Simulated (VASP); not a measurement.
**LaScSi: structure and properties in VASP**

What structure does LaScSi take at this level, and what are its properties? The steps: full relaxation (r2SCAN), single point with fields (r2SCAN), bands along the symmetry lines (r2SCAN), total and projected DOS (r2SCAN), independent-particle dielectric function (r2SCAN), volume scan with r2SCAN and fit for r2SCAN. The start is a computed cell from the Materials Project.

Main program and level: VASP 6.6.1; r2SCAN; plane waves and PAW (La, Sc_sv, Si).

### Step 1. Starting point

Before any relaxation, the start is as follows. The structure is tetragonal, space group I4/mmm (No. 139). The conventional cell has a = 4.353 Å, b = 4.353 Å, c = 16.285 Å, α = 90.00°, β = 90.00°, γ = 90.00°. La has 5 Si at 3.22 to 3.34 Å nearest. Nearest to Sc lie 4 Si at 2.90 Å and 4 Sc at 3.08 Å. Nearest to Si lie 4 Sc at 2.90 Å and 5 La at 3.22 to 3.34 Å. Farther neighbours are not listed.

Structure file:

```cif
data_structure
_symmetry_space_group_name_H-M 'I4/mmm'
_symmetry_Int_Tables_number 139
_cell_length_a 4.3532
_cell_length_b 4.3532
_cell_length_c 16.2853
_cell_angle_alpha 90.000
_cell_angle_beta 90.000
_cell_angle_gamma 90.000
_cell_volume 308.61
loop_
_atom_site_label
_atom_site_type_symbol
_atom_site_symmetry_multiplicity
_atom_site_Wyckoff_symbol
_atom_site_fract_x
_atom_site_fract_y
_atom_site_fract_z
_atom_site_occupancy
La1 La 4 e 0.50000 0.50000 0.82311 1
Sc1 Sc 4 c 0.00000 0.50000 0.00000 1
Si1 Si 4 e 0.50000 0.50000 0.61809 1
```

### Step 2. Full relaxation (r2SCAN)

The start need not lie at this functional's minimum. ISIF = 3 frees volume, shape and positions, and EDIFFG sets the threshold on forces and stress at which the search stops. r2SCAN adds the kinetic-energy density, costs more than a GGA and is run with LASPH.

Input file INCAR:

```
SYSTEM = LaScSi
PREC = Accurate
ENCUT = 400
EDIFF = 1E-06
NELM = 100
ISMEAR = 1
SIGMA = 0.2
LREAL = .FALSE.
ALGO = Normal
METAGGA = R2SCAN
LASPH = .TRUE.
NBANDS = 32
LORBIT = 11
LWAVE = .FALSE.
LCHARG = .FALSE.
KPAR = 4
IBRION = 2
NSW = 60
ISIF = 3
EDIFFG = -0.01
```

Input file POSCAR:

```
LaScSi
1.0
    0.0000000000     -4.3531646388      0.0000000000
   -4.3531646388      0.0000000000      0.0000000000
    2.1765823194     -2.1765823194     -8.1426622120
La Sc Si
2 2 2
Direct
    0.3231123200      0.6768876800      0.3537753600
    0.6768876800      0.3231123200      0.6462246400
    0.5000000000      0.0000000000      0.0000000000
    0.0000000000      0.5000000000      0.0000000000
    0.1180890400      0.8819109600      0.7638219200
    0.8819109600      0.1180890400      0.2361780800
```

Input file KPOINTS:

```
Automatic mesh
0
Gamma
5 5 5
0 0 0
```

Potentials, in the order of the species: La, Sc_sv and Si (PBE family, release 64).

Started as:

```sh
mpirun -np 4 vasp_std
```

Log:

```text
[banner, memory and clock lines left out]
running    4 mpi-ranks, on    1 nodes
 distrk:  each k-point on    1 cores,    4 groups
 distr:  one band on    1 cores,    1 groups

 POSCAR found type information on POSCAR LaScSi
 POSCAR found :  3 types and       6 ions
|                                                                             |
|               ----> ADVICE to this user running VASP <----                  |
|                                                                             |
|     You enforced a specific xc type in the INCAR file but a different       |
|     [... a line on the potential file left out ...]
|     I HOPE YOU KNOW WHAT YOU ARE DOING!                                     |
|                                                                             |

 LDA part: xc-table for (None), standard interpolation
 POSCAR, INCAR and KPOINTS ok, starting setup
 FFT: planning ... GRIDC
 FFT: planning ... GRID_SOFT
 FFT: planning ... GRID
 WAVECAR not read
 entering main loop
       N       E                     dE             d eps       ncg     rms          rms(c)
DAV:   1     0.717820405358E+03    0.71782E+03   -0.17995E+04  1152   0.175E+03
DAV:   2    -0.300294269021E+01   -0.72082E+03   -0.71097E+03  1856   0.574E+02
DAV:   3    -0.107001616167E+03   -0.10400E+03   -0.10314E+03  1984   0.294E+02
DAV:   4    -0.118392027912E+03   -0.11390E+02   -0.11160E+02  2144   0.712E+01
DAV:   5    -0.119560577455E+03   -0.11685E+01   -0.11353E+01  2128   0.220E+01    0.125E+01
DAV:   6    -0.104534177437E+03    0.15026E+02   -0.32996E+01  1688   0.378E+01    0.604E+00
DAV:   7    -0.103898717411E+03    0.63546E+00   -0.11305E+01  2272   0.171E+01    0.443E+00
DAV:   8    -0.103863484091E+03    0.35233E-01   -0.24542E+00  1720   0.928E+00    0.203E+00
DAV:   9    -0.103872100096E+03   -0.86160E-02   -0.51808E-01  2168   0.432E+00    0.663E-01
DAV:  10    -0.103868198144E+03    0.39020E-02   -0.85473E-02  2128   0.189E+00    0.184E-01
DAV:  11    -0.103869490563E+03   -0.12924E-02   -0.87439E-03  2168   0.734E-01    0.152E-01
DAV:  12    -0.103869793507E+03   -0.30294E-03   -0.16639E-03  2256   0.300E-01    0.814E-02
DAV:  13    -0.103870494390E+03   -0.70088E-03   -0.36921E-03  1936   0.333E-01    0.391E-02
DAV:  14    -0.103870289086E+03    0.20530E-03   -0.17456E-03  1912   0.300E-01    0.141E-02
DAV:  15    -0.103870304027E+03   -0.14941E-04   -0.21319E-04  2288   0.991E-02    0.367E-03
DAV:  16    -0.103870304383E+03   -0.35597E-06   -0.14385E-05  2032   0.338E-02    0.383E-03
DAV:  17    -0.103870304473E+03   -0.90035E-07   -0.14685E-06  1288   0.140E-02
   1 F= -.10387030E+03 E0= -.10387115E+03  d E =-.103870E+03
 curvature:   0.00 expect dE= 0.000E+00 dE for cont linesearch  0.000E+00
 trial: gam= 0.00000 g(F)=  0.129E-02 g(S)=  0.173E-01 ort = 0.000E+00 (trialstep = 0.100E+01)
 search vector abs. value=  0.185E-01
 bond charge predicted
       N       E                     dE             d eps       ncg     rms          rms(c)
DAV:   1    -0.103942615359E+03   -0.72311E-01   -0.37296E+00  1768   0.266E+01    0.183E+00
DAV:   2    -0.103908553597E+03    0.34062E-01   -0.60790E-01  1992   0.841E+00    0.801E-01
DAV:   3    -0.103883498439E+03    0.25055E-01   -0.20977E-01  2088   0.232E+00    0.630E-01
DAV:   4    -0.103876904153E+03    0.65943E-02   -0.43035E-02  1888   0.185E+00    0.170E-01
DAV:   5    -0.103877114244E+03   -0.21009E-03   -0.32536E-03  2288   0.494E-01    0.859E-02
DAV:   6    -0.103877250840E+03   -0.13660E-03   -0.87409E-04  2256   0.193E-01    0.346E-02
DAV:   7    -0.103877261074E+03   -0.10235E-04   -0.18000E-04  2184   0.872E-02    0.246E-02
DAV:   8    -0.103877293313E+03   -0.32238E-04   -0.80067E-05  2232   0.461E-02    0.113E-02
DAV:   9    -0.103877300375E+03   -0.70618E-05   -0.18200E-05  1848   0.253E-02    0.564E-03
DAV:  10    -0.103877301821E+03   -0.14461E-05   -0.82168E-06  1904   0.215E-02    0.196E-03
DAV:  11    -0.103877302020E+03   -0.19948E-06   -0.12285E-06  1256   0.132E-02
   2 F= -.10387730E+03 E0= -.10387954E+03  d E =-.699755E-02
[...]
3 F= -.10387777E+03 E0= -.10387974E+03  d E =-.746561E-02
[...]
4 F= -.10387877E+03 E0= -.10388083E+03  d E =-.100488E-02
[...]
5 F= -.10387878E+03 E0= -.10388084E+03  d E =-.101043E-02
[...]
6 F= -.10387878E+03 E0= -.10388084E+03  d E =-.100702E-02
[...]
7 F= -.10387878E+03 E0= -.10388084E+03  d E =-.100990E-02
[...]
8 F= -.10387881E+03 E0= -.10388087E+03  d E =-.309229E-04
 ZBRENT: can't locate minimum, use default step
 trial-energy change:   -0.000031  1 .order   -0.000032   -0.000037   -0.000028
 step:   3.9084(harm=  4.1361)  dis= 0.00362  next Energy=  -103.878858 (dE=-0.776E-04)
 bond charge predicted
       N       E                     dE             d eps       ncg     rms          rms(c)
DAV:   1    -0.103878358527E+03    0.45275E-03   -0.37946E-02  1576   0.137E+00    0.906E-02
DAV:   2    -0.103878843632E+03   -0.48511E-03   -0.49443E-03  2072   0.675E-01    0.525E-02
DAV:   3    -0.103878757659E+03    0.85972E-04   -0.10540E-03  2168   0.199E-01    0.312E-02
DAV:   4    -0.103878755952E+03    0.17075E-05   -0.97378E-05  2016   0.741E-02    0.165E-02
DAV:   5    -0.103878756409E+03   -0.45683E-06   -0.26138E-05  2160   0.383E-02    0.560E-03
DAV:   6    -0.103878756021E+03    0.38766E-06   -0.49147E-06  1504   0.140E-02
   9 F= -.10387876E+03 E0= -.10388082E+03  d E =0.239595E-04
 curvature:  -2.09 expect dE=-0.441E-04 dE for cont linesearch -0.142E-04
 trial: gam= 0.00000 g(F)=  0.297E-05 g(S)=  0.181E-04 ort =-0.161E-04 (trialstep = 0.156E+01)
 search vector abs. value=  0.211E-04
 reached required accuracy - stopping structural energy minimisation
```

Wall time 3.6 min (4 MPI ranks of Intel Xeon 6975P-C (Granite Rapids), shared host); peak memory 1.1 GiB; 14 min of CPU time.

The logs omit lines about the potential files and the build; timing stands in the text.

From OUTCAR (step 2):

```text
ion  position               nearest neighbor table
   1  0.323  0.677  0.354-   6 3.22   6 3.22   6 3.22   6 3.22   5 3.34
   2  0.677  0.323  0.646-   5 3.22   5 3.22   5 3.22   5 3.22   6 3.34
   3  0.500  0.000  0.000-   5 2.90   5 2.90   6 2.90   6 2.90   4 3.08   4 3.08   4 3.08   4 3.08

  LATTYP: Found a body centered tetragonal cell.
 ALAT       =     4.3531646388
 C/A-ratio  =     3.7410311291

 Subroutine GETGRP returns: Found 16 space group operations
 (whereof 16 operations were pure point group operations)

The static configuration has the point symmetry D_4h.

 Found     18 irreducible k-points:

   k-points           NKPTS =     18   k-points in BZ     NKDIM =     18   number of bands    NBANDS=     32

   dimension x,y,z NGX =    28 NGY =   28 NGZ =   60
   dimension x,y,z NGXF=    56 NGYF=   56 NGZF=  120

   ENCUT  =  400.0 eV  29.40 Ry    5.42 a.u.   7.10  7.10 14.20*2*pi/ulx,y,z

   NELECT =      52.0000    total number of electrons

 k-points in reciprocal lattice and weights: Automatic mesh
   0.00000000  0.00000000  0.00000000       0.008
   0.20000000  0.00000000  0.00000000       0.064
   0.40000000  0.00000000  0.00000000       0.064
   0.20000000  0.20000000  0.00000000       0.032
   0.40000000  0.20000000  0.00000000       0.128
  -0.40000000  0.20000000 -0.00000000       0.128
  -0.20000000  0.20000000 -0.00000000       0.064
   0.40000000  0.40000000  0.00000000       0.032
  -0.40000000  0.40000000  0.00000000       0.064
[...]
0.00000000  0.00000000  0.40000000       0.016
  -0.20000000  0.00000000  0.40000000       0.032

 average (electrostatic) potential at core
       1-103.1778       2-103.1778       3 -48.7180       4 -48.7180       5 -84.5350
       6 -84.5350

 E-fermi :   6.7978

 k-point     1 :       0.0000    0.0000    0.0000
  band No.  band energies     occupation
    ...
     24       5.8980      2.00000
     25       6.0747      2.00000
     26       6.0747      2.00000
     27       6.6270      2.00515
     28       6.6445      1.96182
     29       7.6822     -0.00000
     30       8.0557     -0.00000
     31       8.0557     -0.00000
     32       8.8870     -0.00000

 k-point     2 :       0.2000    0.0000    0.0000
  band No.  band energies     occupation
    ...
     22       5.2435      2.00000
     23       5.3665      2.00000
     24       5.4988      2.00000
     25       5.6803      2.00000
     26       6.3513      2.00703
     27       6.9340      0.09375
     28       7.4855     -0.00001
     29       7.4899     -0.00001
     30       7.6197     -0.00000
     31       8.0081     -0.00000
    ...

 k-point     3 :       0.4000    0.0000    0.0000
  band No.  band energies     occupation
    ...
     21       4.3771      2.00000
     22       5.0429      2.00000
     23       5.3129      2.00000
     24       5.4639      2.00000
     25       5.7556      2.00000
     26       6.9337      0.09495
     27       7.1347     -0.03845
     28       7.2967     -0.00238
     29       7.4246     -0.00009
     30       7.7804     -0.00000
    ...

  Total       -0.0176336     -0.0176336     -0.0404207      0.0000000      0.0000000     -0.0000000
  in kB       -0.1844949     -0.1844949     -0.4229101      0.0000000      0.0000000     -0.0000000
  external PRESSURE =      -0.2639666 kB  Pullay stress =       0.0000000 kB

  energy-cutoff  :      400.00
  volume of cell :      153.13
      direct lattice vectors                 reciprocal lattice vectors
    -0.000000000 -4.359339649  0.000000000     0.000000000 -0.229392541  0.062050450
    -4.359339649  0.000000000  0.000000000    -0.229392541 -0.000000000 -0.062050450
     2.179669824 -2.179669824 -8.057959353    -0.000000000 -0.000000000 -0.124100899

 POSITION                                       TOTAL-FORCE (eV/Angst)
 -----------------------------------------------------------------------------------
     -2.17967     -2.17967     -2.84375        -0.000000      0.000000     -0.005095
      0.00000     -4.35934     -5.21421        -0.000000      0.000000      0.005095
      0.00000     -2.17967      0.00000        -0.000000      0.000000      0.000000
     -2.17967     -0.00000      0.00000        -0.000000      0.000000      0.000000
     -2.17967     -2.17967     -6.16009         0.000000     -0.000000     -0.002191
      0.00000     -4.35934     -1.89787        -0.000000      0.000000      0.002191
 -----------------------------------------------------------------------------------
    total drift:                                0.000000     -0.000000      0.000000

  FREE ENERGIE OF THE ION-ELECTRON SYSTEM (eV)
  ---------------------------------------------------
  free  energy   TOTEN  =      -103.8787560211 eV

  energy  without entropy=     -103.8849469400  energy(sigma->0) =     -103.88081966

 reached required accuracy - stopping structural energy minimisation

 total charge
# of ion       s       p       d       f       tot
--------------------------------------------------
    1        2.002   5.650   0.752   0.088   8.492
    2        2.002   5.650   0.752   0.088   8.492
    3        2.233   6.151   0.974   0.000   9.358
    4        2.233   6.151   0.974   0.000   9.358
    5        0.760   0.935   0.000   0.000   1.695
    6        0.760   0.935   0.000   0.000   1.695
--------------------------------------------------
tot          9.990  25.472   3.452   0.177  39.091

[... 3 further parts left out ...]
```

The k-mesh is coarse for a metal. The PAW data sets were made with PBE, which is usual practice but a small mismatch for other functionals. The run keeps the 16 symmetry operations of its start, so it cannot find a distortion of lower symmetry.

Step by step:

```
step  energy less that of the first step (eV)  largest force (eV/Å)  pressure (GPa)  volume (Å³)
   1                                   0.0000                0.0991           -0.64       154.30
   2                                  -0.0070                0.0019            0.43       152.03
   3                                  -0.0075                0.0216            0.21       152.49
   4                                  -0.0085                0.0141            0.02       152.97
   5                                  -0.0085                0.0160            0.01       153.00
   6                                  -0.0085                0.0175           -0.01       153.05
   7                                  -0.0085                0.0187            0.00       153.02
   8                                  -0.0085                0.0147            0.00       153.05
   9                                  -0.0085                0.0051           -0.03       153.13
```

```
conventional cell, symmetrised  before   after  change
                         a (Å)   4.353   4.359  +0.1 %
                         b (Å)   4.353   4.359  +0.1 %
                         c (Å)  16.285  16.116  -1.0 %
              volume (Å³/atom)   25.72   25.52  -0.8 %
```

Final coordinates:

```cif
data_structure
_symmetry_space_group_name_H-M 'P 1'
_symmetry_Int_Tables_number 1
_cell_length_a 4.3593
_cell_length_b 4.3593
_cell_length_c 8.6274
_cell_angle_alpha 104.634
_cell_angle_beta 75.366
_cell_angle_gamma 90.000
_cell_volume 153.13
loop_
_atom_site_label
_atom_site_type_symbol
_atom_site_fract_x
_atom_site_fract_y
_atom_site_fract_z
_atom_site_occupancy
La1 La 0.32354 0.67646 0.35291 1
La2 La 0.67646 0.32354 0.64709 1
Sc3 Sc 0.50000 0.00000 0.00000 1
Sc4 Sc 0.00000 0.50000 0.00000 1
Si5 Si 0.11776 0.88224 0.76447 1
Si6 Si 0.88224 0.11776 0.23553 1
```

Numbers from this step:

| Property | Result |
| --- | --- |
| electrons | 52 |
| bands | 32 |
| irreducible k-points | 18 |
| symmetry operations | 16 |
| free energy (TOTEN) | -103.8788 eV |
| energy at zero smearing | -103.8808 eV |
| Fermi energy | 6.798 eV |
| pressure | -0.02640 GPa |
| metallic | yes |
| SCF cycles over all ionic steps | 71 |

It ends with a largest force of 0.005 eV/Å and a pressure of -0.03 GPa.

[end of part 1 of 5]

[Lines on the potential files, build, host, timing and source positions are cut from VASP's logs without a mark.]

[Logs are printed without paths, hosts, clocks, repeated set-up lines and the standing remarks that a program may print on its own settings, such as how far it seeks lower states.]

[Hosts, paths, dates, database ids (printed as entryN), source tags and the programs' standing remarks are cut or masked in the printed files.]

[A measured line is paired with the nearest computed mode of its activity, which favours agreement.]

[In band tables of VASP the shares of atoms and orbitals are scaled to a sum of 1 inside the atoms' spheres.]
